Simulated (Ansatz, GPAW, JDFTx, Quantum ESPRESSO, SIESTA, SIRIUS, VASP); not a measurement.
# One calculation of CdF2, 8 ways

```
CELL_PARAMETERS angstrom
0.00000 2.69400 2.69400
2.69400 0.00000 2.69400
2.69400 2.69400 0.00000
ATOMIC_POSITIONS crystal
Cd 0.00000 0.00000 0.00000
F 0.75000 0.75000 0.75000
F 0.25000 0.25000 0.25000
```

Alike in all runs: task single point; functional PBEsol; k mesh 9 × 9 × 9; occupations fermi-dirac, width 0.05 eV; no spin polarisation; no spin-orbit coupling. Pressure is positive in compression and, in plane waves, holds the error of the finite cutoff, which Ansatz's Pulay term estimates and takes out.

| program and potentials | plane-wave cutoff (eV) | notes | pressure (GPa) |
| --- | --- | --- | --- |
| Ansatz, Ansatz PAW | 420 | potentials made for PBE, which Ansatz adapts in part; 11.33 valence electrons an atom on average; Pulay term of +0.70 GPa included | -0.25 |
| Quantum ESPRESSO, GBRV 1.5 PBEsol | 612 | 8.67 valence electrons an atom on average | 0.33 |
| GPAW, PAW data sets generated for this functional | 800 | 8.67 valence electrons an atom on average | -2.11 |
| JDFTx, PseudoDojo-SR-PBEsol-0.4.1-standard with smoothed tails | 1388 | 11.33 valence electrons an atom on average | -0.41 |
| VASP, PBE PAW files Cd, F, 520 eV | 520 | potentials made for PBE; 8.67 valence electrons an atom on average | 0.53 |
| SIESTA, files PseudoDojo sr-pbesol-0.4.1-standard, DZP (energy shift 0.003 Ry; two zetas on semicore shells) | - | atomic basis; 11.33 valence electrons an atom on average | 0.05 |
| SIRIUS, PseudoDojo 0.4.1 PBEsol standard (scalar relativistic) | 1388 | 11.33 valence electrons an atom on average | -0.38 |
| Ansatz, all-electron LAPW, scalar-relativistic | - | - | -0.24 |

The pressure spans -2.11 (GPAW, PAW data sets generated for this functional) to 0.53 GPa (VASP, PBE PAW files Cd, F, 520 eV), with all-electron results at -0.24. Rows in atomic bases carry the error of their basis and grid, which can be large.

The functional is the same throughout but for its coding, so the spread measures potentials, basis and numerics; runs on potential files found faulty are left out.
